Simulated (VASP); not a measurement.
Data:

```yaml
crystal:
  lattice:
    - [4.54264, 0.00000, 0.00000]
    - [0.00000, 4.54264, 0.00000]
    - [0.00000, 0.00000, 3.18668]
  atoms:
    - { symbol: Ir, position: [0.00000, 0.00000, 0.00000] }
    - { symbol: Ir, position: [0.50000, 0.50000, 0.50000] }
    - { symbol: O, position: [0.30830, 0.30830, 0.00000] }
    - { symbol: O, position: [0.80830, 0.19170, 0.50000] }
    - { symbol: O, position: [0.19170, 0.80830, 0.50000] }
    - { symbol: O, position: [0.69170, 0.69170, 0.00000] }
```

Method: PBE GGA, VASP's PBE PAW potentials (set 64) (plane waves; VASP 6.6.1). Numerical set-up: 520 eV cut-off, 8×8×11 Γ-centred mesh, tetrahedra with Blöchl corrections, potentials Ir O.

The cores are frozen, which limits the accuracy of field gradients.

Problem. Give the principal components of the electric field gradient (V/Å²) and the asymmetry η at each nucleus.

Solution. 
```json
[
 {"atom": "Ir1", "Vxx": "-182.2", "Vyy": "-3.9", "Vzz": "186.1", "η": "0.96"},
 {"atom": "Ir2", "Vxx": "-182.2", "Vyy": "-3.9", "Vzz": "186.1", "η": "0.96"},
 {"atom": "O3", "Vxx": "59.2", "Vyy": "41.0", "Vzz": "-100.3", "η": "0.18"},
 {"atom": "O4", "Vxx": "59.2", "Vyy": "41.0", "Vzz": "-100.3", "η": "0.18"},
 {"atom": "O5", "Vxx": "59.2", "Vyy": "41.0", "Vzz": "-100.3", "η": "0.18"},
 {"atom": "O6", "Vxx": "59.2", "Vyy": "41.0", "Vzz": "-100.3", "η": "0.18"}
]
```

The compound is IrO2 in the rutile structure. It was relaxed first.
